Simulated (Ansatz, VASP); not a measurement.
**LaScF2: VASP beside Ansatz**

The input INCAR:

```
PREC = Accurate
ENCUT = 520
EDIFF = 1E-6
ISMEAR = 0
SIGMA = 0.1
LREAL = False
LASPH = True
NELM = 150
ALGO = Normal
ISIF = 2
LWAVE = False
LCHARG = False
ISPIN = 2
MAGMOM = 0 1 0 0
LORBIT = 11
LMAXMIX = 6
GGA = PE
NBANDS = 30
```

KPOINTS

```
Automatic mesh
0
Gamma
  4 4 4
```

Contents of POSCAR:

```
LaScF2
1.0
    4.0698567800      0.0000000000      0.0000000000
    0.0000000000      4.0698567800      0.0000000000
    0.0000000000      0.0000000000      4.0819299600
La Sc F
1 1 2
Direct
    0.0000000000      0.0000000000      0.0000000000
    0.5000000000      0.5000000000      0.0000000000
    0.5000000000      0.0000000000      0.5000000000
    0.0000000000      0.5000000000      0.5000000000
```

Input for Ansatz:

```yaml
crystal:
  lattice:
    - [4.06985678, 0.0, 0.0]
    - [0.0, 4.06985678, 0.0]
    - [0.0, 0.0, 4.08192996]
  atoms:
    - { symbol: La, position: [0.0, 0.0, 0.0] }
    - { symbol: Sc, position: [0.5, 0.5, 0.0], spin: 1.0 }
    - { symbol: F, position: [0.5, 0.0, 0.5] }
    - { symbol: F, position: [0.0, 0.5, 0.5] }
basis:
  ecutwfc: 420
kpoints:
  mp_grid: { grid: [4, 4, 4] }
hamiltonian:
  xc: pbe
scf:
  occupations: { method: gaussian, width: 0.1 }
  lower_state_search: "off"
output:
  forces: true
  stress: true
  eigenvalues: true
  populations: true
magnetization:
  spin_polarized: true
```

Change from the starting cell: species swapped into the CePd2Pt type (P4/mmm, No. 123).

Alike in both runs: task single point; functional PBE; k mesh 4 × 4 × 4; occupations gaussian, width 0.1 eV; collinear spin.

|  | VASP | Ansatz |
| --- | --- | --- |
| version | VASP 6.6.1 | Ansatz 0.2.0 |
| potentials or method | VASP PAW PBE potentials, release 64 (La, Sc_sv, F) | scalar-relativistic, plane waves, PAW |
| plane-wave cutoff (eV) | 520 | 420 |
| valence electrons in the cell | 36 | 36 |

|  | VASP | Ansatz | Ansatz less VASP |
| --- | --- | --- | --- |
| gap on the k mesh at the Fermi level (eV) | none | none | - |
| pressure (GPa) | 3.0 | 3.1 | +0.08 |
| largest component of the traceless stress (GPa) | 8.60 | 8.51 | -0.095 |
| net moment per atom (μB) | 0.00 | 0.00 | -0.001 |

A gap of «none» marks a metal or a gap that the smearing closes. Ansatz warned: «seeded_moment_not_kept».

Caveats: the k mesh is coarse (spacing up to 0.39 Å⁻¹), so the values aren't converged. The runs have no spin-orbit coupling, so splittings on La are missing.
